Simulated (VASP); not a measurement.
Given:

```
CELL_PARAMETERS angstrom
      0.00000     2.25209     2.25209
      2.25209     0.00000     2.25209
      2.25209     2.25209     0.00000
ATOMIC_POSITIONS crystal
  Ga 0.00000 0.00000 0.00000
  N  0.25000 0.25000 0.25000
```

Computed with PBE GGA, VASP's PBE PAW potentials (set 64) (plane waves; VASP 6.6.1). Run with 520 eV cut-off, 10×10×10 Γ-centred mesh, Gaussian smearing of 0.050 eV, potentials Ga_d N.

**Question.** Estimate the energy per atom (σ→0), pressure, band gap (on the k-mesh) with the smallest direct gap where there is one.

**Answer.** 
* **band gap (on the k-mesh)**: 1.74 eV
* **smallest direct gap (on the k-mesh)**: 1.74 eV
* **energy per atom (σ→0)**: -6.071 eV/atom
* **pressure**: 5.43 GPa

Only differences to runs with the same potentials and settings are physical.

The compound is GaN in the zinc blende structure, a metastable form; wurtzite is the usual one. This cell is one point of a volume scan, at 0.97 of the reference volume.
